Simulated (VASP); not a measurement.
**GaGe3 under changes of volume**

One of the cells (19.971 Å³/atom); the others are scaled copies at fixed shape and fractional positions:

```
Ge Ga
1.0
     4.30680    0.00000    0.00000
     0.00000    4.30680    0.00000
     0.00000    0.00000    4.30680
Ge Ga
3 1
Cartesian
  2.1534 2.1534 0.0000
  2.1534 0.0000 2.1534
  0.0000 2.1534 2.1534
  0.0000 0.0000 0.0000
```

The cell comes from a database or a generator and needn't be the stable form of this composition.

| Item | Value |
| --- | --- |
| Program | VASP 6.6.1 |
| Functional | PBEsol |
| Potentials or basis | VASP PAW PBE potentials, release 64 (Ge_d, Ga_d) |
| Cutoff | 520 eV |
| k mesh | 6 × 6 × 6 |
| Occupations | fermi-dirac, width 0.05 eV |
| Spin | no spin polarisation |

| volume (Å³/atom) | energy over the lowest point (meV/atom) | pressure (GPa) |
| --- | --- | --- |
| 18.405 | 0.00 | 0.3 |
| 18.796 | ? | ? |
| 19.188 | 5.00 | -2.3 |
| 19.971 | 21.20 | -4.4 |
| 20.363 | 32.78 | -5.2 |
| 20.754 | 46.31 | -6.0 |

Question: What does the run at 18.796 Å³/atom give?

Answer: Energy over the lowest point 0.92 meV/atom; pressure -1.1 GPa.

Worked out: A Birch-Murnaghan fit of order 3 (a polynomial in V^(-2/3)) to the other rows has its minimum at 18.49 Å³/atom with B0 = V·E''(V) = 66 GPa and B' = 4.4. It gives 0.93 meV/atom at 18.796 Å³/atom, against the run's 0.92, and -dE/dV = -1.0 GPa, against -1.1.

Energies are extrapolated to zero smearing.

Caveats: the PAW data sets were made with another functional, which shifts forces and pressure a little.
